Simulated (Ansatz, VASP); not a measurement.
# BaPbSO: VASP beside Ansatz

One calculation is typed for both programs; each brings its own data sets and cutoff. How far apart do they land? The cell is invented: As first built, before any earlier steps moved the atoms (in the runner's words): it takes the BaO structure with some of its atoms replaced by other elements, volume scaled by an estimate. It may not be a known or stable phase. The cell is taken from a series of VASP runs on this material, whose earlier steps may have relaxed, scaled or displaced it; both programs get it as it stands.

Main program and level: Ansatz 0.2.0; plane waves, with VASP 6.6.1 beside it; relaxation of cell and atoms at PBEsol.

**1. The structure**

Symmetry: Cm, No. 8, monoclinic system. Conventional cell: a = 7.004 Å, b = 4.052 Å, c = 7.082 Å, α = 90.00°, β = 109.27°, γ = 90.00°. Pb has 3 O at 2.84 to 2.87 Å and 3 S at 2.85 to 2.86 Å nearest. Nearest to Ba lie 3 O at 2.63 Å and 3 S at 3.21 Å. Nearest to S lie 3 Pb at 2.85 to 2.86 Å and 3 Ba at 3.21 Å. Nearest to O lie 3 Ba at 2.63 Å. As first built, before any earlier steps moved the atoms (in the runner's words): sites of the BaO structure (space group 225) filled with other elements, volume scaled by an estimate. Farther neighbours and most contacts between anions are not listed.

**2. Ansatz: relaxation of cell and atoms, PBEsol**

Ansatz runs on its default PAW (the set named soft_2) files.

The relaxed volume is the usual yardstick between codes: its relative difference is about their pressure difference at one cell divided by the bulk modulus.

Input file input.yaml:

```yaml
crystal:
  lattice:
    - [3.50205166, -2.02600086, 0.0]
    - [3.50205166, 2.02600086, 0.0]
    - [-2.33661724, 0.0, 6.68518998]
  atoms:
    - { symbol: Pb, position: [0.503442168, 0.503442168, 0.51804771] }
    - { symbol: Ba, position: [0.980984821, 0.980984821, 0.944626406] }
    - { symbol: S, position: [0.757156843, 0.757156843, 0.274186054] }
    - { symbol: O, position: [0.254554684, 0.254554684, 0.764115831] }
hamiltonian:
  xc: pbesol
  pseudopotentials: { kind: paw }
kpoints:
  mp_grid: { grid: [7, 7, 4] }
scf:
  occupations: { method: fermi_dirac, width: 0.05 }
relax:
  f_tol: 0.01
  max_steps: 60
  cell: { stress_tol: 0.05 }
output:
  forces: true
  stress: true
```

On the command line:

```sh
ansatz run input.yaml --threads 4 --pin off --max-ram 9216MiB --backend cpu --events-out ev --progress --plain --runs-dir out
```

Numbers of over 12 decimals in the logs are rounded to 6 here.

The program printed:

```text
Engine: ansatz 0.2.0, aarch64-unknown-linux-gnu
Pseudopotentials: kind: paw
Pseudopotential: Pb, paw, valence charge 14, recommended cutoff 420 eV (normal), Pb.paw.azcp
Pseudopotential: Ba, paw, valence charge 10, recommended cutoff 420 eV (normal), Ba.paw.azcp
Pseudopotential: S, paw, valence charge 6, recommended cutoff 420 eV (normal), S.paw.azcp
Pseudopotential: O, paw, valence charge 6, recommended cutoff 420 eV (normal), O.paw.azcp
Functional definition: PBEsol
  exchange = pbesol_x
  correlation = pbesol_c
Crystal: 4 atoms, lattice volume = 94.865 Å³
Basis set: ecut = 420 eV, 1865 PW (Γ), exchange–correlation on 60×60×96 points (8 copies of the dense FFT grid, shifted against one another)
Bands: 22, of which v1, the nominal top of the filled ones, is band 18 counted from 1 (17 counted from 0)
Symmetry: 2 space group operations
Space group: Cm (ITA 8), of the structure as read, at distance tolerance 4.6e-5 Å
k-points: 60 of 196 (time reversal used)
Non-local potential: Pb, projectors of the file, l = 0: 2, l = 1: 2, l = 2: 2, l = 3: 2
Non-local potential: Ba, projectors of the file, l = 0: 3, l = 1: 2, l = 2: 2, l = 3: 2
Non-local potential: S, projectors of the file, l = 0: 2, l = 1: 2, l = 2: 2
Non-local potential: O, projectors of the file, l = 0: 2, l = 1: 2, l = 2: 1
PAW form: soft (Blöchl's): semilocal exchange-correlation on the pseudo side does not see the compensation charge
PAW frozen core: Pb, regenerated for the run's functional, and the local potential with it (the file was generated under x = pbe(κ = 0.804, μ = 0.219515), c = pbe(β = 0.066725))
PAW frozen core: Ba, regenerated for the run's functional, and the local potential with it (the file was generated under x = pbe(κ = 0.804, μ = 0.219515), c = pbe(β = 0.066725))
PAW frozen core: S, regenerated for the run's functional, and the local potential with it (the file was generated under x = pbe(κ = 0.804, μ = 0.219515), c = pbe(β = 0.066725))
PAW frozen core: O, regenerated for the run's functional, and the local potential with it (the file was generated under x = pbe(κ = 0.804, μ = 0.219515), c = pbe(β = 0.066725))
PAW one-centre angular grid: Pb, 590 points (default); XC on 64 Gauss nodes
PAW one-centre angular grid: Ba, 194 points (default); XC on 64 Gauss nodes
PAW one-centre angular grid: S, 110 points (default); XC on 64 Gauss nodes
PAW one-centre angular grid: O, 110 points (default); XC on 64 Gauss nodes
Initial density: superposition of atomic densities (neutral atoms: chi_scale 0, normalization atom), corrected by the library's trained network
Initial wavefunctions: pseudopotential atomic-orbital guess
Functional: x = pbesol(κ = 0.804, μ = 0.123457), c = pbesol(β = 0.046)
SCF iter   1: F=—  HF=-19066.915185 eV  |F-HF|=—  |Δ(HF+E_count)|=         —  Δρ=1.09e-2  dr2=1.27e-1  ethr=1.77e-3  ⟨swp⟩=7.5  Hψ=7508  notcnv=0
preconditioner: auto → Resta (q_TF=auto, 2.321 Å⁻¹)  ε∞=4.0  [insulator: Δε(μ)=1.769 eV  Ē_g=12.930 eV  σ=0.050 eV  W_gap=1.00  n_scr=22 (ndim 8)  ℏωp=22.2 eV  f_vac=0.001  D(μ)=0.00/eV (n_scr^D=0)  ε∞_Penn≈4.0]
SCF iter   2: F=—  HF=-19066.892706 eV  |F-HF|=—  |Δ(HF+E_count)|=   2.25e-2  Δρ=3.47e-3  dr2=1.66e-2  ethr=3.52e-4  ⟨swp⟩=2.0  Hψ=2079  notcnv=0
SCF iter   3: F=—  HF=-19066.890134 eV  |F-HF|=—  |Δ(HF+E_count)|=   2.57e-3  Δρ=7.25e-4  dr2=5.16e-4  ethr=4.60e-5  ⟨swp⟩=2.0  Hψ=1609  notcnv=0
SCF iter   4: F=—  HF=-19066.890076 eV  |F-HF|=—  |Δ(HF+E_count)|=   5.76e-5  Δρ=2.69e-4  dr2=9.71e-5  ethr=1.43e-6  ⟨swp⟩=2.6  Hψ=2216  notcnv=0
SCF iter   5: F=—  HF=-19066.890075 eV  |F-HF|=—  |Δ(HF+E_count)|=   1.40e-6  Δρ=5.89e-5  dr2=4.56e-6  ethr=2.70e-7  ⟨swp⟩=2.0  Hψ=1660  notcnv=0
SCF iter   6: F=—  HF=-19066.890076 eV  |F-HF|=—  |Δ(HF+E_count)|=   1.43e-6  Δρ=1.88e-5  dr2=3.62e-7  ethr=1.27e-8  ⟨swp⟩=2.0  Hψ=1690  notcnv=0
SCF iter   7: F=-19066.890076 eV  HF=-19066.890076 eV  |F-HF|=5.27e-9  |Δ(HF+E_count)|=   5.51e-8  Δρ=2.63e-6  dr2=9.97e-9  ethr=2.78e-10  ⟨swp⟩=4.2  Hψ=4811  notcnv=0
SCF 1 converged in 7 iterations: F = -19066.890076 eV  dr2 = 9.97e-9
  greatest PAW one-centre occupation: 0.982 electrons in one spin orbital (limit 2), on the Pb atom at site 0 (counted from 0), in its partial waves of l = 2
relax step   1: F+E_penalty+E_count = -19066.89007635 eV  Δ(F+E_penalty+E_count) = +0.000e0 eV  max|allowed force component| = 1.814e-1 eV/Å  Δτ_max = 0.0000 Å  P = -0.733 GPa  Ω = 94.865 Å³  (7 SCF iters, dr2 threshold 1.00e-7 eV, accepted)
[... from here on, the SCF cycles and remarks between the steps are left out ...]
relax step   2: F+E_penalty+E_count = -19066.87543016 eV  Δ(F+E_penalty+E_count) = +1.465e-2 eV  max|allowed force component| = 3.383e-1 eV/Å  Δτ_max = 0.0849 Å  P = +1.194 GPa  Ω = 92.480 Å³  energy of the carried Pulay correction = +2.182e-3 eV  (6 SCF iters, dr2 threshold 4.00e-7 eV, rejected (line search))
relax step   3: F+E_penalty+E_count = -19066.89627615 eV  Δ(F+E_penalty+E_count) = -6.200e-3 eV  max|allowed force component| = 9.390e-2 eV/Å  Δτ_max = 0.0418 Å  P = +0.002 GPa  Ω = 94.103 Å³  energy of the carried Pulay correction = +6.912e-4 eV  (9 SCF iters, accepted)
relax step   4: F+E_penalty+E_count = -19066.89708473 eV  Δ(F+E_penalty+E_count) = -8.086e-4 eV  max|allowed force component| = 6.382e-2 eV/Å  Δτ_max = 0.0173 Å  P = +0.134 GPa  Ω = 93.793 Å³  energy of the carried Pulay correction = +9.736e-4 eV  (6 SCF iters, dr2 threshold 4.00e-7 eV, accepted)
relax step   5: F+E_penalty+E_count = -19066.89732128 eV  Δ(F+E_penalty+E_count) = -2.365e-4 eV  max|allowed force component| = 1.559e-2 eV/Å  Δτ_max = 0.0067 Å  P = +0.031 GPa  Ω = 93.989 Å³  energy of the carried Pulay correction = +7.947e-4 eV  (6 SCF iters, dr2 threshold 2.55e-7 eV, accepted)
relax step   6: F+E_penalty+E_count = -19066.89728248 eV  Δ(F+E_penalty+E_count) = +3.879e-5 eV  max|allowed force component| = 1.437e-2 eV/Å  Δτ_max = 0.0026 Å  P = -0.013 GPa  Ω = 94.076 Å³  energy of the carried Pulay correction = +7.153e-4 eV  (6 SCF iters, dr2 threshold 1.52e-8 eV, accepted)
relax step   7: F+E_penalty+E_count = -19066.89730340 eV  Δ(F+E_penalty+E_count) = -2.092e-5 eV  max|allowed force component| = 1.022e-3 eV/Å  Δτ_max = 0.0036 Å  P = +0.000 GPa  Ω = 94.087 Å³  energy of the carried Pulay correction = +7.057e-4 eV  (6 SCF iters, dr2 threshold 1.29e-8 eV, accepted)
relax step   8: F+E_penalty+E_count = -19066.89664935 eV  Δ(F+E_penalty+E_count) = +6.540e-4 eV  max|allowed force component| = 1.051e-3 eV/Å  Δτ_max = 0.0000 Å  P = -0.012 GPa  Ω = 94.087 Å³  stress off target by 1.63e-2 GPa  SCF on the basis re-selected at this cell (its energy is not comparable with the rows above)  (9 SCF iters)
basis re-selected at this cell: Δ(F+E_penalty+E_count) = +6.540e-4 eV, ΔP = -0.012 GPa vs the last step (what re-selecting the basis moved, of the pressure what is left beyond the Pulay correction that the steps carried, after the strain that the cell walked since its last selection, with what the two solves' SCF thresholds leave and, on support functions, any second-order correction that the steps lacked; it is no measure of the basis error at this ecutwfc). The dense FFT grid was sized anew with the basis: this SCF ran on 27×27×48 points, the steps before it on 30×30×48, so part of this shift can come from that change (see relax.cell in the input reference). [rest of the remark cut]
SCF converged after 9 iterations
Free energy (F): -19066.896649 eV
Harris-Foulkes:  -19066.896649 eV  (|F-HF|=0.00e0)
Internal energy: -19066.896649 eV  (E = F + TS)
E sigma→0 (E₀):  -19066.896649 eV
Fermi energy:    9.086581 eV
--- Per-component energies (eV) ---
  E_band       = -72.721354
  E_kinetic    = 737.961241
  E_local      = -1887.389581  (includes V_loc(G=0)·N_el)
  E_nonlocal   = 487.555823
  E_hartree    = 724.600139
  E_xc         = -557.150179
  E_vxc        = -452.005227  (∫ρ·V_xc dr)
  E_paw        = -16129.623800  (= ΣΔE_a)
  E_vpaw       = -408.046273  (= ΣTr[D̂ρ^β])
  E_aug_tail   = 0.002385  (compensation charges beyond the density's cutoff)
  E_ewald      = -2443.163465
  E_core_change = 0.310787  (= ΣΔE_core)
  E_smearing   = -0.000000  (= −TS)
  E_closure    = 0.000000  (closes the sum)
  Σ components = -19066.896649   (vs F -19066.896649, Δ=0.00e0)
--- Forces (eV/Å), atoms counted from 1 ---
  atom   1  Pb     0.00039998    -0.00000000     0.00082712
  atom   2  Ba    -0.00000678    -0.00000000     0.00041497
  atom   3  S      0.00002349    -0.00000000    -0.00105050
  atom   4  O     -0.00041672     0.00000000    -0.00019136
  max |Σ_I F_I| component: 2.29e-7 eV/Å
--- Stress (GPa, compression-positive) ---
       -0.010627       0.000000       0.004267
        0.000000      -0.016308      -0.000000
        0.004267      -0.000000      -0.008279
  P = ⅓ Tr σ = -0.0117 GPa (-0.117 kbar)
--- Relaxed structure (7 steps of the walk, 6 accepted, 1 SCFs on fresh bases) ---
  F+E_penalty+E_count = -19066.89664935 eV   max|allowed force component| = 1.051e-3 eV/Å   (the final SCF, on the basis selected at the relaxed cell)
  cell:  # Å, volume = 94.0868 Å³
    - [3.492669, -2.018830, 0.000709776]
    - [3.492669, 2.018830, 0.000709776]
    - [-2.329002, 0, 6.671306]
  atoms:
    - { symbol: Pb, position: [0.503601, 0.503601, 0.516035] }
    - { symbol: Ba, position: [0.979846, 0.979846, 0.941954] }
    - { symbol: S, position: [0.756686, 0.756686, 0.273241] }
    - { symbol: O, position: [0.256006, 0.256006, 0.769746] }
```

It took 26 s on 4 threads of Arm Neoverse V1, shared host; peak memory 0.49 GiB.

(Continued in part 2 of 2.)

[Lines on the potential files, build, host, timing and source positions are cut from VASP's logs without a mark.]

[Logs are printed without paths, hosts, clocks, repeated set-up lines and the standing remarks that a program may print on its own settings, such as how far it seeks lower states.]

[Hosts, paths, dates, database ids (printed as entryN), source tags and the programs' standing remarks are cut or masked in the printed files.]
